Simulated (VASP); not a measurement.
AlN:

```xyz
4
Lattice="3.1100 0.0000 0.0000 -1.5550 2.6933 0.0000 0.0000 0.0000 4.9800" Properties=species:S:1:pos:R:3 pbc="T T T"
Al    1.5550    0.8978    0.0000
Al    0.0000    1.7956    2.4900
N     1.5550    0.8978    1.9024
N     0.0000    1.7956    4.3924
```

Program: VASP 6.6.1. Alike in all runs: task single point; potentials or basis VASP PAW PBE potentials, release 64 (Al, N); no spin polarisation; cell as given; k mesh 8 × 8 × 5; cutoff (eV) 520; smearing fermi-dirac 0.05 eV.

Task: Order these runs on this cell by their band gap on the k mesh, lowest first.
A. level TB-mBJ
B. level PBE
C. level r2SCAN

Result: B (4.21 eV), C (4.89 eV), A (5.37 eV).
